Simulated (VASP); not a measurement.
An input for Quantum ESPRESSO's pw.x (written as the equivalent of a VASP run, and not itself run):

```
&CONTROL
  calculation = 'vc-relax'
  pseudo_dir = './pseudo'
  outdir = './out'
  tprnfor = .true.
  tstress = .true.
  nstep = 60
  forc_conv_thr = 0.00039
/
&SYSTEM
  ibrav = 0
  nat = 2
  ntyp = 2
  ecutwfc = 96
  occupations = 'smearing'
  smearing = 'methfessel-paxton'
  degauss = 0.00735
  input_dft = 'pbesol'
/
&ELECTRONS
  conv_thr = 7.3e-08
  electron_maxstep = 100
/
&IONS
/
&CELL
/
ATOMIC_SPECIES
  Ga 69.723 Ga.upf
  Co 58.933 Co.upf
CELL_PARAMETERS angstrom
     2.8800000    0.0000000    0.0000000
     0.0000000    2.8800000    0.0000000
     0.0000000    0.0000000    2.8800000
ATOMIC_POSITIONS crystal
  Ga   0.5000000  0.5000000  0.5000000
  Co   0.0000000  0.0000000  0.0000000
K_POINTS automatic
  11 11 11 0 0 0
```

Write the VASP files for the same calculation (PBEsol).

This is not unique; one that fits is 
### KPOINTS
```
Automatic mesh
0
gamma
 11 11 11
```

**INCAR**
```
# general
SYSTEM   =  CoGa
PREC     =  Accurate
ENCUT    =  480
LREAL    =  .False.
LASPH    =  .True.

# electronic loop
EDIFF    =  1E-6
NELM     =  100
ALGO     =  Normal
LMAXMIX  =  4

# smearing
ISMEAR   =  1
SIGMA    =  0.1

# functional
GGA      =  PS

# ions
IBRION   =  2
NSW      =  60
ISIF     =  3
EDIFFG   =  -0.01

# output
LWAVE    =  .False.
LCHARG   =  .False.
```

File POSCAR:
```
CoGa
1.0
  2.8800000000   0.0000000000   0.0000000000
  0.0000000000   2.8800000000   0.0000000000
  0.0000000000   0.0000000000   2.8800000000
Ga Co
1 1
Direct
  0.5000000000   0.5000000000   0.5000000000
  0.0000000000   0.0000000000   0.0000000000
```

POTCAR, in this order: Ga_d Co (PBE.64 set). Program: vasp_std.

The two are equivalent in intent, not identical: the potentials are each code's own (VASP's PAW set, PseudoDojo norm-conserving files in pw.x), so ENCUT and ecutwfc are chosen apart and not converted; conv_thr bounds pw.x's estimated SCF error, while EDIFF bounds the energy change between steps; forc_conv_thr acts on force components and is met together with etot_conv_thr.

The compound is CoGa in the CsCl type structure. This run relaxes it. Symmetry was kept, so distortions that lower it aren't found.
